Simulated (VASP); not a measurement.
Given:

```yaml
crystal:
  lattice:
    - [1.95020, -3.37785, 0.00000]
    - [1.95020, 3.37785, 0.00000]
    - [0.00000, 0.00000, 5.05724]
  atoms:
    - { symbol: Ni, position: [0.00000, 0.00000, 0.50000] }
    - { symbol: Ni, position: [0.00000, 0.00000, 0.00000] }
    - { symbol: Sb, position: [0.33333, 0.66667, 0.25000] }
    - { symbol: Sb, position: [0.66667, 0.33333, 0.75000] }
```

Level of theory: MS2 meta-GGA, VASP's PBE PAW potentials (set 64) (plane waves; VASP). Numerical set-up: 520 eV cut-off, 10×10×7 Γ-centred mesh, tetrahedra with Blöchl corrections, potentials Ni Sb.

The cores are frozen, which limits the accuracy of field gradients.

Give the principal components of the electric field gradient (V/Å²) and the asymmetry η at each nucleus.

| atom | Vxx | Vyy | Vzz | η |
|---|---|---|---|---|
| Ni1 | 15.3 | 15.3 | -30.5 | 0.00 |
| Ni2 | 15.3 | 15.3 | -30.5 | 0.00 |
| Sb3 | -39.8 | -39.8 | 79.6 | 0.00 |
| Sb4 | -39.8 | -39.8 | 79.6 | 0.00 |

The compound is NiSb in the NiAs type structure. It was relaxed first. The run is not spin-polarised, so no magnetic state was tried.
